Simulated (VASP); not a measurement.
Method: PBEsol GGA, VASP's PBE PAW potentials (set 64) (plane waves; VASP 6.6.1).

VASP input:

File POSCAR:
```
Te
1.0
  2.1589770223  -3.7394576227   0.0000000000
  2.1589770223   3.7394576227   0.0000000000
  0.0000000000   0.0000000000   5.9576834320
Te
3
Cart
  0.6137576718   1.0630593936   3.9717909406
  3.0904387011  -0.0000000000   0.0000000000
  0.6137576718  -1.0630593936   1.9858924914
```

INCAR:
```
# general
SYSTEM  = Te
PREC    = Accurate
ENCUT   = 520   # plane-wave cut-off (eV)
LREAL   = F   # projection in real space or not
LASPH   = T

# electronic loop
EDIFF   = 1E-7   # SCF stop (eV)
NELM    = 100   # most electronic steps
ALGO    = Normal   # blocked Davidson
LMAXMIX = 4   # l cut-off of mixed one-centre charges

# smearing
ISMEAR  = -5   # tetrahedra, Bloechl

# functional
GGA     = PS   # PBEsol

# ions
ISIF    = 2   # forces and stress, cell fixed

# output
LWAVE   = F
LCHARG  = T
LORBIT  = 11   # lm-projected
NEDOS   = 601   # DOS grid
```

File KPOINTS:
```
Automatic mesh
0
Gamma
11 11 7
0 0 0
```

POTCAR, in this order: Te (PBE.64 set). Program: vasp_std.

Output

**OSZICAR**
```
       N       E                     dE             d eps       ncg     rms          rms(c)
DAV:   1     0.774916462342E+02    0.77492E+02   -0.66506E+03  2444   0.112E+03
DAV:   2    -0.535480674763E+01   -0.82846E+02   -0.79957E+02  3358   0.156E+02
DAV:   3    -0.105154192739E+02   -0.51606E+01   -0.51242E+01  2959   0.450E+01
DAV:   4    -0.106033499204E+02   -0.87931E-01   -0.87884E-01  2930   0.705E+00
DAV:   5    -0.106050298288E+02   -0.16799E-02   -0.16799E-02  2959   0.937E-01    0.135E+01
DAV:   6    -0.105880206235E+02    0.17009E-01   -0.13269E-02  2654   0.770E-01    0.845E+00
DAV:   7    -0.105823506675E+02    0.56700E-02   -0.26392E-02  2569   0.108E+00    0.257E-01
DAV:   8    -0.105819445352E+02    0.40613E-03   -0.44582E-03  2489   0.431E-01    0.118E-01
DAV:   9    -0.105819604844E+02   -0.15949E-04   -0.12480E-04  3118   0.869E-02    0.755E-02
DAV:  10    -0.105819605768E+02   -0.92454E-07   -0.11077E-05  2798   0.243E-02    0.847E-03
DAV:  11    -0.105819590024E+02    0.15744E-05   -0.38223E-06  2609   0.127E-02    0.330E-03
DAV:  12    -0.105819590167E+02   -0.14365E-07   -0.35291E-07  2649   0.396E-03
   1 F= -.10581959E+02 E0= -.10581959E+02  d E =0.000000E+00
```

OUTCAR:
```
------------------------ aborting loop because EDIFF is reached ----------------------------------------
  FORCE on cell =-STRESS in cart. coord.  units (eV):
  Direction    XX          YY          ZZ          XY          YZ          ZX
  --------------------------------------------------------------------------------------
  Total       -0.0086771     -0.0086771      0.0135903      0.0000000      0.0000000      0.0000000
  in kB       -0.1445182     -0.1445182      0.2263470      0.0000000      0.0000000      0.0000000
  external PRESSURE =      -0.0208965 kB  Pullay stress =       0.0000000 kB
  volume of cell :       96.20
      direct lattice vectors                 reciprocal lattice vectors
     2.158977022 -3.739457623  0.000000000     0.231591163 -0.133709230  0.000000000
     2.158977022  3.739457623  0.000000000     0.231591163  0.133709230  0.000000000
     0.000000000  0.000000000  5.957683432     0.000000000  0.000000000  0.167850476
 POSITION                                       TOTAL-FORCE (eV/Angst)
 -----------------------------------------------------------------------------------
      0.61376      1.06306      3.97179         0.004489      0.007775      0.000000
      3.09044      0.00000      0.00000        -0.008977     -0.000000      0.000000
      0.61376     -1.06306      1.98589         0.004489     -0.007775     -0.000000
 -----------------------------------------------------------------------------------
    total drift:                               -0.000193     -0.000397      0.000015
  FREE ENERGIE OF THE ION-ELECTRON SYSTEM (eV)
  ---------------------------------------------------
  free  energy   TOTEN  =       -10.5819590167 eV

  energy  without entropy=      -10.5819590167  energy(sigma->0) =      -10.58195902

 total charge

# of ion       s       p       d       tot
------------------------------------------
    1        1.439   1.798   0.047   3.283
    2        1.439   1.798   0.047   3.283
    3        1.439   1.798   0.047   3.283
--------------------------------------------------
tot          4.316   5.393   0.140   9.849
```
(Selected blocks of OUTCAR.)

The compound is Te in the trig structure. It was relaxed first, which changed the volume by -6 %.
